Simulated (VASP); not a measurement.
# ZrTiGe2 with vdW-DF2: from relaxation to properties

Aim: relax ZrTiGe2, then compute properties on the relaxed cell. The steps: first try, rough relaxation of the start cell, full relaxation (vdW-DF2), single point with fields (vdW-DF2), bands along the symmetry lines (vdW-DF2), total and projected DOS (vdW-DF2), volume scan with vdW-DF2, fit for vdW-DF2 and bands along the symmetry lines (vdW-DF2 + SOC). The cell is invented: it takes the structure of a Materials Project entry for ZrTiC2 (space group 166 there), with some of its atoms replaced by other elements, volume scaled by an estimate. It may not be a known or stable phase.

Program: VASP 6.6.1. Level of theory: vdW-DF2; plane waves and PAW (Zr_sv, Ge_d, Ti_sv), in the first sound run; inputs show where later runs differ. Results are calculated unless marked as measured.

Most raw output is cut from this account.

## Step 1: The structure

The structure is trigonal, space group R-3m (No. 166). The conventional cell has a = 3.572 Å, b = 3.572 Å, c = 17.361 Å, α = 90.00°, β = 90.00°, γ = 120.00°. Zr has 6 Ge at 2.58 Å nearest. Nearest to Ge lie 3 Ti at 2.46 Å and 3 Zr at 2.58 Å. Nearest to Ti lie 6 Ge at 2.46 Å. It derives from ZrTiC2. it takes the structure of a Materials Project entry for ZrTiC2 (space group 166 there), with some of its atoms replaced by other elements, volume scaled by an estimate. Farther neighbours are not listed.

## Step 2: First try

This run is made with a changed input; what comes of it follows.

Contents of INCAR:

```
SYSTEM = ZrTiGe2
PREC = Accurate
ENCUT = 410
EDIFF = 1E-06
NELM = 56
ISMEAR = -5
SIGMA = 0.05
LREAL = .FALSE.
ALGO = Normal
GGA = ML
AGGAC = 0
LUSE_VDW = .TRUE.
ZAB_VDW = -1.8867
LASPH = .TRUE.
NBANDS = 32
LORBIT = 11
LWAVE = .FALSE.
LCHARG = .FALSE.
KPAR = 2
IBRION = 2
NSW = 30
ISIF = 3
EDIFFG = -0.01
```

Contents of POSCAR:

```
ZrTiGe2
1.0
    1.7862480000      1.0312910000      5.7869360000
   -1.7862480000      1.0312910000      5.7869360000
    0.0000000000     -2.0625810000      5.7869360000
Zr Ge Ti
1 2 1
Direct
    0.0000000000      0.0000000000      0.0000000000
    0.2443510000      0.2443510000      0.2443510000
    0.7556490000      0.7556490000      0.7556490000
    0.5000000000      0.5000000000      0.5000000000
```

Contents of KPOINTS:

```
Automatic mesh
0
Gamma
1 1 1
0 0 0
```

Potentials, in the order of the species: Zr_sv, Ge_d and Ti_sv (PBE family, release 64).

Command:

```console
$ mpirun -np 2 vasp_std
```

The job ended after 2.6 s (2 MPI ranks of AMD EPYC 9R45, shared host).

VASP stopped before it finished a first electronic cycle.

VASP's message: “IBZKPT: tetrahedron method fails for NKPT<4. NKPT = 1”. No number of this run is used.

The fault in the input: tetrahedra on too few k points (ISMEAR = -5 and k-mesh = [1, 1, 1]). Use more k-points.

## Step 3: Rough relaxation of the start cell

The start is only an estimate, so a cheap relaxation brings it near a minimum before any careful run.

Contents of INCAR:

```
SYSTEM = ZrTiGe2
PREC = Normal
ENCUT = 410
EDIFF = 1E-05
NELM = 60
ISMEAR = 0
SIGMA = 0.05
LREAL = .FALSE.
ALGO = Fast
GGA = ML
AGGAC = 0
LUSE_VDW = .TRUE.
ZAB_VDW = -1.8867
LASPH = .TRUE.
NBANDS = 32
LORBIT = 11
LWAVE = .FALSE.
LCHARG = .FALSE.
KPAR = 2
IBRION = 2
NSW = 40
ISIF = 3
EDIFFG = -0.04
```

POSCAR is that of step 2.

Contents of KPOINTS:

```
Automatic mesh
0
Gamma
5 5 5
0 0 0
```

Command:

```console
$ mpirun -np 2 vasp_std
```

Wall time 9.9 min (2 MPI ranks); peak memory 0.71 GiB; 20 min of CPU time.

The k-mesh is coarse for a metal. This relaxation is a rough one on cheap settings, only to bring the start near its minimum. The PAW data sets were made with PBE, which is usual practice but a small mismatch for other functionals. After so large a change of volume the plane waves of the start cell no longer fit, so the final stress carries a basis-set error. The run keeps the 12 symmetry operations of its start, so it cannot find a distortion of lower symmetry.

The steps of the relaxation:

| step | energy less that of the first step (eV) | largest force (eV/Å) | pressure (GPa) | volume (Å³) |
| --- | --- | --- | --- | --- |
| 1 | 0.0000 | 0.3398 | 36.93 | 63.96 |
| 2 | -0.3661 | 0.4212 | -15.19 | 104.50 |
| 3 | -1.6010 | 0.1441 | -0.97 | 82.29 |
| 4 | -1.6559 | 0.1107 | -0.06 | 81.64 |
| 5 | -1.6555 | 0.0999 | 0.47 | 81.25 |
| 6 | -1.6594 | 0.0446 | 0.35 | 81.27 |
| 7 | -1.6614 | 0.0025 | 0.33 | 81.29 |
| 8 | -1.6627 | 0.0748 | 0.32 | 81.31 |
| 9 | -1.6628 | 0.0535 | 0.34 | 81.30 |
| 10 | -1.6628 | 0.0143 | -0.47 | 81.95 |
| 11 | -1.6632 | 0.0405 | -0.03 | 81.64 |
| 12 | -1.6632 | 0.0301 | -0.04 | 81.68 |

| conventional cell, symmetrised | before | after | change |
| --- | --- | --- | --- |
| a (Å) | 3.572 | 3.915 | +9.6 % |
| b (Å) | 3.572 | 3.915 | +9.6 % |
| c (Å) | 17.361 | 18.456 | +6.3 % |
| volume (Å³/atom) | 15.99 | 20.42 | +27.7 % |

Final coordinates:

```xyz
4
Lattice="1.9577 1.1303 6.1520 -1.9577 1.1303 6.1520 0.0000 -2.2606 6.1520" Properties=species:S:1:pos:R:3 pbc="T T T"
Zr    0.0000    0.0000    0.0000
Ge    0.0000    0.0000    4.5124
Ge    0.0000    0.0000   13.9435
Ti    0.0000    0.0000    9.2280
```

This step gave:

* electrons: 52
* bands: 32
* irreducible k-points: 19
* symmetry operations: 12
* free energy (TOTEN): -13.05 eV
* energy at zero smearing: -13.05 eV
* Fermi energy: 7.224 eV
* pressure: -0.04004 GPa
* metallic: yes
* SCF cycles over all ionic steps: 266

It ends with a largest force of 0.030 eV/Å and a pressure of -0.04 GPa.

## Step 4: Full relaxation (vdW-DF2)

Properties are meant for the cell that this level of theory prefers, so cell and atoms are relaxed first (ISIF = 3) until forces and stress are small; EDIFFG sets the threshold.

Contents of INCAR:

```
SYSTEM = ZrTiGe2
PREC = Accurate
ENCUT = 410
EDIFF = 1E-06
NELM = 100
ISMEAR = 0
SIGMA = 0.05
LREAL = .FALSE.
ALGO = Normal
GGA = ML
AGGAC = 0
LUSE_VDW = .TRUE.
ZAB_VDW = -1.8867
LASPH = .TRUE.
NBANDS = 32
LORBIT = 11
LWAVE = .FALSE.
LCHARG = .FALSE.
KPAR = 2
IBRION = 2
NSW = 60
ISIF = 3
EDIFFG = -0.01
```

Contents of POSCAR:

```
ZrTiGe2
1.0
    1.9576954973      1.1302762836      6.1519967836
   -1.9576954973      1.1302762836      6.1519967836
    0.0000000000     -2.2605514066      6.1519967724
Zr Ge Ti
1 2 1
Direct
    0.0000000000      0.0000000000      0.0000000000
    0.2444977868      0.2444977868      0.2444977869
    0.7555022132      0.7555022132      0.7555022131
    0.5000000000      0.5000000000      0.5000000000
```

Contents of KPOINTS:

```
Automatic mesh
0
Gamma
7 7 7
0 0 0
```

Command:

```console
$ mpirun -np 2 vasp_std
```

Elapsed: 7.7 min, on 2 MPI ranks; peak memory 1.8 GiB.

The steps of the relaxation:

| step | energy less that of the first step (eV) | largest force (eV/Å) | pressure (GPa) | volume (Å³) |
| --- | --- | --- | --- | --- |
| 1 | 0.0000 | 0.0144 | -0.17 | 81.68 |
| 2 | -0.0008 | 0.0088 | 0.12 | 81.43 |
| 3 | -0.0009 | 0.0057 | 0.20 | 81.29 |
| 4 | -0.0013 | 0.0063 | 0.04 | 81.52 |

| conventional cell, symmetrised | before | after | change |
| --- | --- | --- | --- |
| a (Å) | 3.915 | 3.900 | -0.4 % |
| b (Å) | 3.915 | 3.900 | -0.4 % |
| c (Å) | 18.456 | 18.566 | +0.6 % |
| volume (Å³/atom) | 20.42 | 20.38 | -0.2 % |

Final coordinates:

```cif
data_structure
_symmetry_space_group_name_H-M 'P 1'
_symmetry_Int_Tables_number 1
_cell_length_a 6.5855
_cell_length_b 6.5855
_cell_length_c 6.5855
_cell_angle_alpha 34.448
_cell_angle_beta 34.448
_cell_angle_gamma 34.448
_cell_volume 81.52
loop_
_atom_site_label
_atom_site_type_symbol
_atom_site_fract_x
_atom_site_fract_y
_atom_site_fract_z
_atom_site_occupancy
Zr1 Zr 0.00000 0.00000 0.00000 1
Ge2 Ge 0.24441 0.24441 0.24441 1
Ge3 Ge 0.75559 0.75559 0.75559 1
Ti4 Ti 0.50000 0.50000 0.50000 1
```

This step gave:

```yaml
irreducible_k_points: 44
free_energy_toten: -13.11 eV
energy_at_zero_smearing: -13.11 eV
fermi_energy: 7.274 eV
pressure: 0.03515 GPa
scf_cycles_over_all_ionic_steps: 40
```

It ends with a largest force of 0.006 eV/Å and a pressure of 0.04 GPa.

## Step 5: Single point with fields (vdW-DF2)

The relaxed cell gets a fresh self-consistent run, on a basis set for its own volume, to fix the density and to check the remaining stress.

INCAR: that of step 4 with these lines changed.

```diff
@@ -17,7 +17,5 @@
 LWAVE = .FALSE.
-LCHARG = .FALSE.
-KPAR = 2
-IBRION = 2
-NSW = 60
-ISIF = 3
-EDIFFG = -0.01
+LCHARG = .TRUE.
+ISIF = 2
+LELF = .TRUE.
+LVHAR = .TRUE.
```

Contents of POSCAR:

```
ZrTiGe2
1.0
    1.9500024149      1.1258346826      6.1886077234
   -1.9500024149      1.1258346826      6.1886077234
    0.0000000000     -2.2516682025      6.1886077109
Zr Ge Ti
1 2 1
Direct
    0.0000000000      0.0000000000      0.0000000000
    0.2444069505      0.2444069505      0.2444069506
    0.7555930495      0.7555930495      0.7555930494
    0.5000000000      0.5000000000      0.5000000000
```

KPOINTS is that of step 4.

Command:

```console
$ mpirun -np 2 vasp_std
```

Run time: 2.3 min. Hardware: 2 MPI ranks; peak memory 1.1 GiB.

Numbers from this step:

| Quantity | Value |
| --- | --- |
| SCF cycles | 16 |
| pressure | 0.05462 GPa |

Valence electrons inside each PAW sphere by angular momentum. Sphere charges, by row:

| atom | s (e) | p (e) | d (e) | tot (e) |
| --- | --- | --- | --- | --- |
| Zr1 | 2.144 | 5.96 | 1.632 | 9.736 |
| Ge2 | 1.161 | 1.35 | 9.994 | 12.51 |
| Ge3 | 1.161 | 1.35 | 9.994 | 12.51 |
| Ti4 | 2.15 | 6.086 | 1.956 | 10.19 |

ELF in the ac plane of the cell as run, not the conventional one, at fractional y = 0.000, with atoms of Zr within 0.2 Å of it. It is the smooth field of the valence electrons, not physical close to the nuclei.

Ten even steps from '0' (0.10) to '9' (0.80), each cell a mean:
```
899413665322320049
999832666642111004
389951466665200000
025752266666520011
322221046666653112
555310015666665313
466653113666666532
366666532466666653
346666664335666664
335666666422466665
423566666620024566
421256666651011234
211025666663124421
000002566665137873
400001256666327999
950012224566513999
895013433345420498
```
Columns run along a (6.6 Å), rows up along c (6.6 Å). Atoms in or near the plane, at fractional coordinates: Zr at (0.00, 0.00).

Electrostatic potential energy in the ac plane of the cell as run, not the conventional one, at fractional y = 0.000, with atoms of Zr within 0.2 Å of it. With pseudopotentials it is smooth inside the atoms' cores, unlike the true potential.

Ten even steps from '_' (-64 eV) to '@' (3 eV), each cell a mean:
```
____..++%%@@@@@@@@@@@@@@@@@@@@%%++..
..____::##@@@@@@@@@@@@@@@@@@@@@@%%++
**--..::++%%@@@@@@@@@@@@@@@@@@@@@@%%
@@##++==++##@@@@@@%%%%@@@@@@@@@@@@@@
@@@@%%####%%@@@@@@%%**##%%@@@@@@@@@@
@@@@@@@@%%%%@@@@@@@@##****%%@@@@@@@@
@@@@@@@@@@@@@@@@@@@@@@##**##%%@@@@@@
@@@@@@@@@@@@@@@@@@@@@@@@####%%@@@@@@
@@@@@@%%##%%@@@@@@@@@@@@@@%%%%@@@@@@
@@@@@@@@##**##%%@@@@@@@@@@@@@@@@@@@@
@@@@@@@@%%##**##%%@@@@@@@@@@@@@@@@@@
@@@@@@@@@@%%****##@@@@@@%%%%%%%%@@@@
@@@@@@@@@@@@%%####%%@@@@%%**++**%%@@
%%@@@@@@@@@@@@@@%%%%@@@@%%**--::==**
++%%@@@@@@@@@@@@@@@@@@@@@@%%==..__::
..++%%@@@@@@@@@@@@@@@@@@@@@@**::____
__..++%%@@@@@@@@@@@@@@@@@@@@%%++..__
```
Columns run along a (6.6 Å; values clipped at the 3rd and 97th percentile), rows up along c (6.6 Å). Atoms in or near the plane, at fractional coordinates: Zr at (0.00, 0.00).

Valence density in the ac plane of the cell as run, not the conventional one, at fractional y = 0.000, with atoms of Zr within 0.2 Å of it. It is the smooth field of the valence electrons, not physical close to the nuclei.

Values in e/Å³, 9 rows by 16 columns, each cell a mean:
```
4.2 4.6 2.7 0.8 0.2 0.2 0.2 0.2 0.2 0.1 0.1 0.1 0.1 0.1 0.5 2.0
0.6 1.6 2.1 1.4 0.5 0.3 0.3 0.3 0.4 0.3 0.2 0.1 0.1 0.1 0.1 0.2
0.1 0.2 0.3 0.4 0.4 0.2 0.2 0.3 0.4 0.7 0.6 0.4 0.2 0.1 0.1 0.1
0.1 0.2 0.3 0.3 0.2 0.2 0.1 0.1 0.2 0.4 0.6 0.7 0.5 0.3 0.1 0.1
0.1 0.2 0.3 0.4 0.5 0.4 0.2 0.1 0.1 0.2 0.2 0.4 0.4 0.4 0.2 0.1
0.1 0.1 0.2 0.3 0.5 0.8 0.6 0.3 0.2 0.1 0.1 0.2 0.2 0.3 0.2 0.2
0.1 0.1 0.1 0.1 0.2 0.4 0.6 0.6 0.4 0.3 0.2 0.3 0.6 0.7 0.4 0.2
0.6 0.2 0.1 0.1 0.1 0.1 0.2 0.3 0.3 0.3 0.2 0.3 0.9 2.2 2.9 2.0
4.2 1.9 0.4 0.1 0.1 0.1 0.1 0.1 0.2 0.2 0.2 0.2 0.2 1.0 3.4 5.0
```
Columns run along a (6.6 Å), rows up along c (6.6 Å). Atoms in or near the plane, at fractional coordinates: Zr at (0.00, 0.00).

In this run the pressure is 0.05 GPa, small enough to go on.

## Step 6: Bands along the symmetry lines (vdW-DF2)

The mesh alone shows little of the dispersion and can miss band extrema, so KPOINTS_OPT adds a path through the symmetry points after the self-consistent cycle.

INCAR: that of step 5 with these lines changed.

```diff
@@ -14,8 +14,6 @@
 LASPH = .TRUE.
-NBANDS = 32
+NBANDS = 40
 LORBIT = 11
 LWAVE = .FALSE.
-LCHARG = .TRUE.
-ISIF = 2
-LELF = .TRUE.
-LVHAR = .TRUE.
+LCHARG = .FALSE.
+KPAR = 2
```

POSCAR is that of step 5.

KPOINTS is that of step 5.

Contents of KPOINTS_OPT:

```
Line mode
16
Line-mode
Reciprocal
  0.00000000   0.00000000   0.00000000 GAMMA
  0.50000000   0.00000000   0.00000000 L

  0.50000000   0.00000000   0.00000000 L
  0.50000000   0.18873003  -0.18873003 B1

  0.81126997   0.50000000   0.18873003 B
  0.50000000   0.50000000   0.50000000 Z

  0.50000000   0.50000000   0.50000000 Z
  0.00000000   0.00000000   0.00000000 GAMMA

  0.00000000   0.00000000   0.00000000 GAMMA
  0.34436502   0.00000000  -0.34436502 X

  0.65563498   0.34436502   0.00000000 Q
  0.50000000   0.50000000   0.00000000 F

  0.50000000   0.50000000   0.00000000 F
  0.65563498   0.65563498   0.18873003 P1

  0.65563498   0.65563498   0.18873003 P1
  0.50000000   0.50000000   0.50000000 Z

  0.50000000   0.00000000   0.00000000 L
  0.81126997   0.34436502   0.34436502 P
```

Command:

```console
$ mpirun -np 2 vasp_std
```

Elapsed: 6.1 min, on 2 MPI ranks; peak memory 1.8 GiB; 12 min of CPU time.

Spin-orbit coupling is off here; it would split degenerate levels.

Numbers from this step:

- bands: 40
- pressure: 0.04223 GPa

Electronic bands along the path, in eV, zero at the Fermi level; # counts the bands kept:

| point | #5 | #6 | #7 | #8 | #9 | #10 | #11 | #12 |
| --- | --- | --- | --- | --- | --- | --- | --- | --- |
| Γ | -2.02 | 0.08 | 0.08 | 0.25 | 0.53 | 0.53 | 1.68 | 1.68 |
| 0.53 of the way | -2.06 | -1.70 | -1.03 | -0.71 | 0.39 | 0.88 | 1.34 | 1.54 |
| L | -2.36 | -1.80 | -1.44 | -1.22 | 0.71 | 0.99 | 1.11 | 1.38 |
| 0.47 of the way | -2.28 | -2.14 | -1.61 | -1.51 | 0.99 | 1.13 | 1.39 | 1.57 |
| B1 | -2.49 | -2.31 | -1.41 | -1.33 | 0.74 | 1.10 | 1.24 | 1.85 |
| jump to B | -2.49 | -2.31 | -1.41 | -1.33 | 0.74 | 1.10 | 1.24 | 1.85 |
| 0.53 of the way | -1.55 | -1.35 | -1.13 | -1.10 | 0.38 | 0.62 | 1.30 | 1.35 |
| Z | -1.26 | -1.26 | -1.10 | -1.10 | 0.52 | 0.52 | 1.08 | 1.08 |
| 0.53 of the way | -1.83 | -0.25 | -0.19 | -0.19 | 0.28 | 0.28 | 1.46 | 1.46 |
| Γ | -2.02 | 0.08 | 0.08 | 0.25 | 0.53 | 0.53 | 1.68 | 1.68 |
| 0.47 of the way | -2.08 | -1.73 | -1.20 | -1.15 | 0.57 | 1.00 | 1.46 | 1.52 |
| X | -2.58 | -2.28 | -1.55 | -1.28 | 0.75 | 1.17 | 1.26 | 1.86 |
| jump to Q | -2.58 | -2.28 | -1.55 | -1.28 | 0.75 | 1.17 | 1.26 | 1.86 |
| 0.47 of the way | -2.07 | -2.06 | -1.63 | -0.61 | 0.23 | 1.15 | 1.21 | 1.82 |
| F | -1.93 | -1.77 | -1.18 | -0.01 | 0.33 | 0.95 | 1.26 | 1.37 |
| 0.53 of the way | -1.92 | -1.78 | -1.20 | -0.09 | 0.31 | 0.97 | 1.27 | 1.45 |
| P1 | -1.88 | -1.81 | -1.26 | -0.25 | 0.27 | 1.00 | 1.29 | 1.61 |
| 0.47 of the way | -1.64 | -1.50 | -0.99 | -0.54 | 0.05 | 0.78 | 1.14 | 1.36 |
| Z | -1.26 | -1.26 | -1.10 | -1.10 | 0.52 | 0.52 | 1.08 | 1.08 |
| jump to L | -2.36 | -1.80 | -1.44 | -1.22 | 0.71 | 0.99 | 1.11 | 1.38 |
| 0.47 of the way | -2.07 | -1.69 | -1.68 | -0.85 | 0.45 | 1.09 | 1.21 | 1.45 |
| P | -1.88 | -1.81 | -1.26 | -0.25 | 0.27 | 1.00 | 1.29 | 1.61 |

Of the projections kept (Zr, Ge, Ti), the largest for each band there; the rest of the weight can lie on other orbitals:

| point | #5 | #6 | #7 | #8 | #9 | #10 | #11 | #12 |
| --- | --- | --- | --- | --- | --- | --- | --- | --- |
| Γ | Ge 0.36 | Ti 0.66 | Ti 0.66 | Ti 0.62 | Ti 0.55 | Ti 0.55 | Zr 0.62 | Zr 0.62 |
| L | Zr 0.48 | Ti 0.52 | Zr 0.51 | Ti 0.65 | Ti 0.88 | Zr 0.79 | Ti 0.99 | Ti 0.96 |
| B1 | Ge 0.54 | Ge 0.50 | Ge 0.40 | Ti 0.45 | Ti 0.84 | Ti 0.68 | Ti 0.89 | Zr 0.62 |
| B | Ge 0.54 | Ge 0.50 | Ge 0.40 | Ti 0.45 | Ti 0.84 | Ti 0.68 | Ti 0.89 | Zr 0.62 |
| Z | Ti 0.70 | Ti 0.70 | Zr 0.65 | Zr 0.65 | Ti 0.97 | Ti 0.97 | Zr 0.95 | Zr 0.95 |
| Γ | Ge 0.36 | Ti 0.66 | Ti 0.66 | Ti 0.62 | Ti 0.55 | Ti 0.55 | Zr 0.62 | Zr 0.62 |

There is no gap at this level.

## Step 7: Total and projected DOS (vdW-DF2)

Here the states are counted by energy and projected on the atoms. The mesh is finer than in the run before.

INCAR: that of step 6 with these lines changed.

```diff
@@ -5,3 +5,3 @@
 NELM = 100
-ISMEAR = 0
+ISMEAR = -5
 SIGMA = 0.05
@@ -19 +19,2 @@
 KPAR = 2
+NEDOS = 2001
```

POSCAR is that of step 6.

Contents of KPOINTS:

```
Automatic mesh
0
Gamma
10 10 10
0 0 0
```

Command:

```console
$ mpirun -np 2 vasp_std
```

It took 5.8 min on 2 MPI ranks; peak memory 2 GiB.

With tetrahedra the forces and stress of a metal are not exact derivatives of the energy.

Numbers from this step:

| Quantity | Value |
| --- | --- |
| irreducible k-points | 116 |
| Fermi energy | 7.281 eV |
| pressure | 0.04665 GPa |
| DOS at the Fermi level | 0.7012 states/eV/cell |

The density of states has structure finer than the step of the table below, so its rows give means over 0.5 eV, whole bins alone (the curve runs from -12.0 to 2.04 eV). Peaks (eV: height): total -8.04: 8.63, -1.54: 7.22, 1.22: 10.8, 1.59: 5.79; Ti d -1.47: 1.56, 1.22: 6.85, 1.59: 2.60; Zr d -3.04: 0.299, -1.54: 1.22, 1.07: 1.62, 1.74: 1.84; Ge p -3.04: 0.962, -1.54: 1.59, 0.32: 0.312; Ti s -9.46: 0.0251, -3.56: 0.101, -3.19: 0.0996, 1.22: 0.063.

States under -12.0 eV and over 2.0 eV are left out. Density of states against energy, zero at the Fermi level; means over each step; values in states/eV/cell:

| energy (eV) | total | Ti d | Zr d | Ge p | Ti s | Zr s | Ge s |
| --- | --- | --- | --- | --- | --- | --- | --- |
| -11.0 | 0 | 0 | 0 | 0 | 0 | 0 | 0 |
| -10.5 | 5.8e-4 | 0 | 0 | 0 | 2.2e-5 | 1.9e-5 | 2.7e-4 |
| -10.0 | 0.255 | 4.8e-5 | 7.9e-5 | 9.1e-4 | 0.00918 | 0.00785 | 0.121 |
| -9.5 | 0.652 | 7.6e-4 | 0.00191 | 0.00446 | 0.0215 | 0.0140 | 0.319 |
| -9.0 | 1.04 | 0.00355 | 0.0102 | 0.00789 | 0.0231 | 0.0173 | 0.537 |
| -8.5 | 2.40 | 0.0301 | 0.0595 | 0.0114 | 0.0200 | 0.0262 | 1.34 |
| -8.0 | 3.65 | 0.0874 | 0.0840 | 0.00638 | 0.00725 | 0.0116 | 2.15 |
| -7.5 | 4.2e-4 | 0 | 0 | 0 | 0 | 0 | 0 |
| -7.0 | 0 | 0 | 0 | 0 | 0 | 0 | 0 |
| -6.5 | 0 | 0 | 0 | 0 | 0 | 0 | 0 |
| -6.0 | 0 | 0 | 0 | 0 | 0 | 0 | 0 |
| -5.5 | 0 | 0 | 0 | 0 | 0 | 0 | 0 |
| -5.0 | 0 | 0 | 0 | 0 | 0 | 0 | 0 |
| -4.5 | 0.135 | 0.00588 | 0.00758 | 0.0305 | 0.00641 | 0.00664 | 0.00124 |
| -4.0 | 0.910 | 0.0443 | 0.0552 | 0.208 | 0.0377 | 0.0395 | 0.0129 |
| -3.5 | 2.29 | 0.127 | 0.174 | 0.541 | 0.0820 | 0.0744 | 0.0420 |
| -3.0 | 3.12 | 0.173 | 0.230 | 0.783 | 0.0601 | 0.0514 | 0.0524 |
| -2.5 | 2.13 | 0.198 | 0.223 | 0.499 | 0.0151 | 0.0184 | 0.0264 |
| -2.0 | 4.55 | 0.743 | 0.663 | 1.03 | 0.0141 | 0.0149 | 0.0200 |
| -1.5 | 6.07 | 1.35 | 0.973 | 1.32 | 0.0105 | 0.0175 | 0.0154 |
| -1.0 | 2.95 | 0.702 | 0.485 | 0.598 | 0.00565 | 0.00658 | 0.00827 |
| -0.5 | 1.55 | 0.390 | 0.258 | 0.302 | 0.00212 | 0.00207 | 0.00336 |
| 0.0 | 1.02 | 0.351 | 0.170 | 0.127 | 0.00143 | 0.00110 | 0.00189 |
| 0.5 | 3.30 | 1.57 | 0.486 | 0.232 | 0.0157 | 0.00754 | 0.0105 |
| 1.0 | 6.29 | 3.70 | 1.05 | 0.183 | 0.0238 | 0.0175 | 0.0188 |
| 1.5 | 4.88 | 2.28 | 1.34 | 0.175 | 0.0319 | 0.0248 | 0.0377 |

The finer mesh and the other smearing move the Fermi level by +0.01 eV from the 7×7×7 run, a small shift, which tests the Fermi level alone. Of the states within 0.3 eV of the Fermi level, the largest shares in the PAW spheres are Ti d 34 %, Zr d 17 % and Ge p 13 %. The rest lies in smaller channels or between the spheres.

## Step 8: Volume scan with vdW-DF2

An equation of state needs energies on both sides of the minimum, all on one mesh and cutoff.

INCAR: that of step 7 with these lines changed.

```diff
@@ -5,3 +5,3 @@
 NELM = 100
-ISMEAR = -5
+ISMEAR = 0
 SIGMA = 0.05
@@ -14,3 +14,3 @@
 LASPH = .TRUE.
-NBANDS = 40
+NBANDS = 32
 LORBIT = 11
@@ -19,2 +19,2 @@
 KPAR = 2
-NEDOS = 2001
+ISIF = 2
```

Contents of POSCAR:

```
ZrTiGe2
1.0
    1.9101952776      1.1028520158      6.0622741581
   -1.9101952776      1.1028520158      6.0622741581
    0.0000000000     -2.2057028926      6.0622741459
Zr Ge Ti
1 2 1
Direct
    0.0000000000      0.0000000000      0.0000000000
    0.2444069505      0.2444069505      0.2444069506
    0.7555930495      0.7555930495      0.7555930494
    0.5000000000      0.5000000000      0.5000000000
```

Contents of KPOINTS:

```
Automatic mesh
0
Gamma
7 7 7
0 0 0
```

Command:

```console
$ mpirun -np 2 vasp_std
```

The job ended after 2.9 min (2 MPI ranks; peak memory 1.7 GiB).

The scan keeps the cell's shape and the fractional positions fixed.

Numbers from this step:

* bands: 32
* irreducible k-points: 44
* free energy (TOTEN): -13.00 eV
* energy at zero smearing: -13.00 eV
* Fermi energy: 7.914 eV
* pressure: 6.554 GPa

Force by atom:

| atom | x (eV/Å) | y (eV/Å) | z (eV/Å) | size |
| --- | --- | --- | --- | --- |
| Zr1 | 0.0000 | 0.0000 | 0.0000 | 0.0000 |
| Ge2 | 0.0000 | 0.0000 | -0.0715 | 0.0715 |
| Ge3 | 0.0000 | 0.0000 | 0.0715 | 0.0715 |
| Ti4 | 0.0000 | 0.0000 | 0.0000 | 0.0000 |

The pressure here is 6.55 GPa.

(Continued in part 2 of 2.)

[Lines on the potential files, build, host, timing and source positions are cut from VASP's logs without a mark.]

[Logs are printed without paths, hosts, clocks, repeated set-up lines and the standing remarks that a program may print on its own settings, such as how far it seeks lower states.]

[Hosts, paths, dates, database ids (printed as entryN), source tags and the programs' standing remarks are cut or masked in the printed files.]

[A measured line is paired with the nearest computed mode of its activity, which favours agreement.]
